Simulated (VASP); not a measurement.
Output of a VASP run:

OSZICAR:
```
...
RMM:   2    -0.344516175108E+03   -0.17497E-02   -0.19543E-02   322   0.290E-01    0.107E-01
RMM:   3    -0.344516449191E+03   -0.27408E-03   -0.33875E-03   327   0.132E-01    0.513E-02
RMM:   4    -0.344516489042E+03   -0.39852E-04   -0.61782E-04   343   0.582E-02    0.312E-02
RMM:   5    -0.344516495458E+03   -0.64151E-05   -0.10310E-04   302   0.241E-02    0.658E-03
RMM:   6    -0.344516497571E+03   -0.21137E-05   -0.24014E-05   215   0.116E-02
   5 F= -.34451650E+03 E0= -.34451650E+03  d E =-.146108E+00
       N       E                     dE             d eps       ncg     rms          rms(c)
DAV:   1    -0.344540565510E+03   -0.24070E-01   -0.56345E-01   332   0.144E+00    0.417E-01
RMM:   2    -0.344543582283E+03   -0.30168E-02   -0.34230E-02   322   0.414E-01    0.155E-01
RMM:   3    -0.344544013497E+03   -0.43121E-03   -0.58301E-03   326   0.189E-01    0.735E-02
RMM:   4    -0.344544067140E+03   -0.53643E-04   -0.10081E-03   332   0.832E-02    0.361E-02
RMM:   5    -0.344544084153E+03   -0.17013E-04   -0.22147E-04   338   0.380E-02    0.101E-02
RMM:   6    -0.344544088940E+03   -0.47874E-05   -0.52739E-05   260   0.171E-02
   6 F= -.34454409E+03 E0= -.34454409E+03  d E =-.275914E-01
       N       E                     dE             d eps       ncg     rms          rms(c)
DAV:   1    -0.344546757586E+03   -0.26734E-02   -0.17805E-01   364   0.806E-01    0.235E-01
RMM:   2    -0.344547718027E+03   -0.96044E-03   -0.10883E-02   322   0.234E-01    0.869E-02
RMM:   3    -0.344547856167E+03   -0.13814E-03   -0.18575E-03   326   0.107E-01    0.414E-02
RMM:   4    -0.344547873716E+03   -0.17550E-04   -0.32239E-04   331   0.471E-02    0.203E-02
RMM:   5    -0.344547879214E+03   -0.54976E-05   -0.70600E-05   310   0.217E-02
   7 F= -.34454788E+03 E0= -.34454788E+03  d E =-.313816E-01
       N       E                     dE             d eps       ncg     rms          rms(c)
DAV:   1    -0.344551439986E+03   -0.35663E-02   -0.12816E-01   332   0.673E-01    0.192E-01
RMM:   2    -0.344552140470E+03   -0.70048E-03   -0.76978E-03   322   0.196E-01    0.724E-02
RMM:   3    -0.344552228100E+03   -0.87630E-04   -0.13405E-03   328   0.895E-02    0.344E-02
RMM:   4    -0.344552239706E+03   -0.11606E-04   -0.23020E-04   338   0.395E-02    0.184E-02
RMM:   5    -0.344552242366E+03   -0.26602E-05   -0.42517E-05   257   0.164E-02
   8 F= -.34455224E+03 E0= -.34455224E+03  d E =-.436315E-02
       N       E                     dE             d eps       ncg     rms          rms(c)
DAV:   1    -0.344552358781E+03   -0.11907E-03   -0.67988E-03   364   0.155E-01    0.444E-02
RMM:   2    -0.344552398154E+03   -0.39374E-04   -0.42563E-04   322   0.463E-02    0.167E-02
RMM:   3    -0.344552403772E+03   -0.56173E-05   -0.76576E-05   315   0.215E-02    0.847E-03
RMM:   4    -0.344552404496E+03   -0.72438E-06   -0.12417E-05   194   0.948E-03
   9 F= -.34455240E+03 E0= -.34455240E+03  d E =-.452528E-02
       N       E                     dE             d eps       ncg     rms          rms(c)
DAV:   1    -0.344553181383E+03   -0.77761E-03   -0.26503E-02   348   0.311E-01    0.867E-02
RMM:   2    -0.344553315187E+03   -0.13380E-03   -0.15015E-03   322   0.865E-02    0.329E-02
RMM:   3    -0.344553333110E+03   -0.17923E-04   -0.25279E-04   325   0.397E-02    0.155E-02
RMM:   4    -0.344553335785E+03   -0.26746E-05   -0.47137E-05   266   0.179E-02
  10 F= -.34455334E+03 E0= -.34455334E+03  d E =-.931289E-03
```

### OUTCAR
```
------------------------ aborting loop because EDIFF is reached ----------------------------------------
  FORCE on cell =-STRESS in cart. coord.  units (eV):
  Direction    XX          YY          ZZ          XY          YZ          ZX
  --------------------------------------------------------------------------------------
  Total        3.6040091      3.5824972      3.6013487      0.0033972     -0.0544538      0.0387472
  in kB        4.4135996      4.3872553      4.4103415      0.0041604     -0.0666861      0.0474512
  external PRESSURE =       4.4037321 kB  Pullay stress =       0.0000000 kB
  volume of cell :     1308.29
      direct lattice vectors                 reciprocal lattice vectors
    10.937074700  0.000000000  0.000000000     0.091432127  0.000000000  0.000000000
     0.000000000 10.937074700  0.000000000     0.000000000  0.091432127  0.000000000
     0.000000000  0.000000000 10.937074700     0.000000000  0.000000000  0.091432127
 POSITION                                       TOTAL-FORCE (eV/Angst)
 -----------------------------------------------------------------------------------
      5.46845      0.00138      0.00307         0.001808     -0.004366      0.005271
      6.84118      1.35519      1.35809         0.006953     -0.000058     -0.003142
      8.20570      2.73039      0.00154         0.000452      0.002837     -0.003545
      9.58124      4.09566      1.35788         0.002924     -0.004341     -0.003735
      8.20595     10.93675      2.73295         0.002822     -0.008911      0.002697
      9.58305      1.35604      4.09568        -0.001530     -0.001370     -0.003506
     10.93696      0.00006     10.93676         0.001537     -0.004126      0.003353
      1.36811      1.36778      1.36778        -0.012581     -0.006444     -0.014203
      2.73288      2.73246      0.00214        -0.002160     -0.002584      0.001095
      4.10221      4.10122      1.36096        -0.002314      0.005990      0.005593
      5.46820      5.46808      0.00200         0.004563      0.001159      0.000842
      6.83698      6.83652      1.35786        -0.004969      0.004347      0.009681
      8.20564      8.20571     10.93687         0.002291     -0.001307      0.007834
      9.56935      9.56914      1.36808         0.010865      0.015244     -0.013433
      2.73290      0.00339      2.73306         0.001879      0.002343      0.004482
      4.10279      1.36244      4.10262        -0.002170      0.006580     -0.004514
      5.45924      2.70701      2.70639        -0.000460     -0.008988     -0.001779
      6.95300      3.99097      3.99093        -0.006430      0.001158      0.000801
      8.23527      5.48484      2.70422        -0.003049     -0.005507      0.006698
      9.57961      6.83791      4.10278        -0.008790      0.003437     -0.002882
      5.46816      0.00069      5.46814         0.001901     -0.003557      0.006789
      6.83516      1.35906      6.83564        -0.000205      0.011459     -0.001048
      8.23560      2.70336      5.48302        -0.002021     -0.001082     -0.003258
      9.58046      4.10024      6.83725        -0.010117      0.006160     -0.001952
      8.20450      0.00163      8.20503        -0.000836      0.001582      0.004297
      9.56939      1.36767      9.56920         0.011074     -0.005460      0.011361
     10.93556      5.46848      0.00383         0.001754     -0.004997      0.004541
      1.35460      6.84098      1.35659        -0.000134      0.009005     -0.000648
      2.73069      8.20681      0.00188         0.007174     -0.007691     -0.007214
      4.09574      9.58375      1.35682        -0.006180      0.001635      0.000080
      0.00208      2.73268      2.73232         0.004047     -0.003450      0.001693
      1.36020      4.10198      4.10177         0.006172      0.004342     -0.001771
      2.70490      5.45792      2.70441        -0.003689     -0.009628     -0.000075
      3.98735      6.95485      3.98693        -0.004270     -0.000324     -0.001351
      5.48392      8.23634      2.70259        -0.001519     -0.003384      0.002454
      6.83731      9.57862      4.10336        -0.003673     -0.004345     -0.003425
     10.93444     10.93625      5.46834        -0.001415      0.000221      0.005248
      1.35373      1.35291      6.84085        -0.005623     -0.000220      0.003372
      2.70175      2.70297      5.45783        -0.005140     -0.006130      0.003287
      3.97784      3.98369      6.96184         0.008075      0.003661     -0.012172
      6.95157      6.95003      6.95909         0.000919      0.006964     -0.005856
      8.23193      8.23183      5.45905         0.005262      0.000340     -0.003188
      9.58001      9.58195      6.84157        -0.001343      0.005568      0.005760
      2.73205     10.93704      8.20554         0.000886     -0.006994      0.003593
      4.09606      1.35422      9.58422        -0.004676     -0.000564      0.001244
      5.48164      2.70171      8.23730        -0.001917      0.000386      0.001454
      6.83647      4.09964      9.58150        -0.000534      0.006380     -0.011034
      8.23716      5.45295      8.23851        -0.002131      0.005932     -0.000606
      9.58417      6.84126      9.58381        -0.000220      0.005739     -0.000371
      0.00038      8.20670      2.73245        -0.005403     -0.004151      0.003488
      1.35508      9.58468      4.09584        -0.002393      0.002474     -0.002841
      0.00008      5.46839      5.46805         0.000304     -0.001977      0.007950
      1.35694      6.83726      6.83531         0.011760      0.002045     -0.001615
      2.70207      8.23667      5.48180         0.001424      0.002689     -0.000472
      4.10138      9.57936      6.83683        -0.000644     -0.007101     -0.003609
      0.00083      2.73128      8.20601        -0.002442      0.001044      0.003104
...
```
(Selected blocks of OUTCAR.)

### POSCAR
```
SbSi63
1
   10.9370747000     0.0000000000     0.0000000000
    0.0000000000    10.9370747000     0.0000000000
   -0.0000000000    -0.0000000000    10.9370747000
Si Sb
63 1
Direct
  0.5000000000   0.0000000000   0.0000000000
  0.6250000000   0.1250000000   0.1250000000
  0.7500000000   0.2500000000   0.0000000000
  0.8750000000   0.3750000000   0.1250000000
  0.7500000000   0.0000000000   0.2500000000
  0.8750000000   0.1250000000   0.3750000000
  0.0000000000   0.0000000000   0.0000000000
  0.1250000000   0.1250000000   0.1250000000
  0.2500000000   0.2500000000   0.0000000000
  0.3750000000   0.3750000000   0.1250000000
  0.5000000000   0.5000000000   0.0000000000
  0.6250000000   0.6250000000   0.1250000000
  0.7500000000   0.7500000000   0.0000000000
  0.8750000000   0.8750000000   0.1250000000
  0.2500000000   0.0000000000   0.2500000000
  0.3750000000   0.1250000000   0.3750000000
  0.5000000000   0.2500000000   0.2500000000
  0.6254290000   0.3793020000   0.3786580000
  0.7500000000   0.5000000000   0.2500000000
  0.8750000000   0.6250000000   0.3750000000
  0.5000000000   0.0000000000   0.5000000000
  0.6250000000   0.1250000000   0.6250000000
  0.7500000000   0.2500000000   0.5000000000
  0.8750000000   0.3750000000   0.6250000000
  0.7500000000   0.0000000000   0.7500000000
  0.8750000000   0.1250000000   0.8750000000
  0.0000000000   0.5000000000   0.0000000000
  0.1250000000   0.6250000000   0.1250000000
  0.2500000000   0.7500000000   0.0000000000
  0.3750000000   0.8750000000   0.1250000000
  0.0000000000   0.2500000000   0.2500000000
  0.1250000000   0.3750000000   0.3750000000
  0.2500000000   0.5000000000   0.2500000000
  0.3759740000   0.6267570000   0.3753710000
  0.5000000000   0.7500000000   0.2500000000
  0.6250000000   0.8750000000   0.3750000000
  0.0000000000   0.0000000000   0.5000000000
  0.1250000000   0.1250000000   0.6250000000
  0.2500000000   0.2500000000   0.5000000000
  0.3761170000   0.3793120000   0.6265250000
  0.6228090000   0.6212300000   0.6266010000
  0.7500000000   0.7500000000   0.5000000000
  0.8750000000   0.8750000000   0.6250000000
  0.2500000000   0.0000000000   0.7500000000
  0.3750000000   0.1250000000   0.8750000000
  0.5000000000   0.2500000000   0.7500000000
  0.6250000000   0.3750000000   0.8750000000
  0.7500000000   0.5000000000   0.7500000000
  0.8750000000   0.6250000000   0.8750000000
  0.0000000000   0.7500000000   0.2500000000
  0.1250000000   0.8750000000   0.3750000000
  0.0000000000   0.5000000000   0.5000000000
  0.1250000000   0.6250000000   0.6250000000
  0.2500000000   0.7500000000   0.5000000000
  0.3750000000   0.8750000000   0.6250000000
  0.0000000000   0.2500000000   0.7500000000
  0.1250000000   0.3750000000   0.8750000000
  0.2500000000   0.5000000000   0.7500000000
  0.3750000000   0.6250000000   0.8750000000
  0.5000000000   0.7500000000   0.7500000000
  0.6250000000   0.8750000000   0.8750000000
  0.0000000000   0.7500000000   0.7500000000
  0.1250000000   0.8750000000   0.8750000000
  0.4995110000   0.4974630000   0.5035510000
```

Q: Write an INCAR and KPOINTS that could have produced this output.

A: One answer among several that fit: the input of the run itself, PBE GGA, plane waves, VASP's PBE PAW potentials (set 64).

File KPOINTS:
```
Regular mesh
0
G
1 1 1
0 0 0
```

### INCAR
```
! general
SYSTEM =SbSi63
PREC   =Normal
ENCUT  =400
LREAL  =Auto
LASPH  =.TRUE.
ISYM   =0
NELECT =256.0

! electronic loop
EDIFF  =1E-5
NELM   =100
NELMIN =4
ALGO   =Fast
LMAXMIX=4

! smearing
ISMEAR =0
SIGMA  =0.05

! functional
GGA    =PE

! ions
IBRION =2
NSW    =60
ISIF   =2
EDIFFG =-0.03

! output
LWAVE  =.TRUE.
LCHARG =.FALSE.
```

POTCAR, in this order: Si Sb (PBE.64 set). Program: vasp_gam.

The cell is charged, with a uniform compensating background. The supercell is sampled at Γ alone, which is coarse: total energies, pressure and levels can be off, energies of defects by several tenths of an eV.

The cell is a supercell with a defect, built from Si (diamond): Sb_Si, charge +1. The run is not spin-polarised, so no state with unpaired spins was tried.
